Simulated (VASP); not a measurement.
Data:

```yaml
crystal:
  lattice:
    - [5.35698, 0.00000, 0.00000]
    - [-2.67849, 4.63929, 0.00000]
    - [0.00000, 0.00000, 3.10584]
  atoms:
    - { symbol: Y, position: [0.00000, 0.00000, 0.50000] }
    - { symbol: B, position: [0.66667, 0.33333, 0.50000] }
    - { symbol: B, position: [0.33333, 0.66667, 0.50000] }
    - { symbol: Rh, position: [0.00000, 0.50000, 0.00000] }
    - { symbol: Rh, position: [0.50000, 0.00000, 0.00000] }
    - { symbol: Rh, position: [0.50000, 0.50000, 0.00000] }
```

All values below come from PBEsol GGA, VASP's PBE PAW potentials (set 64) (plane waves; VASP 6.6.1). Settings: 520 eV cut-off, 8×8×11 Γ-centred mesh, tetrahedra with Blöchl corrections, potentials Y_sv B Rh_pv.

### Question
The job: YB2Rh3 (space group P6/mmm), 6 atoms, PBEsol, static run, 520 eV, 8×8×11 Γ-centred mesh. Roughly how much core time does it take on a busy server core?

### Answer
About 2 core-minutes (one run on a shared machine, a rough figure). It had 60 irreducible k-points, 37 bands, up to 2096 plane waves and 18 electronic steps.

The structure comes from a computed database's YB2Rh3 entry (P6/mmm); how it stands against other phases isn't given here. It was relaxed first.
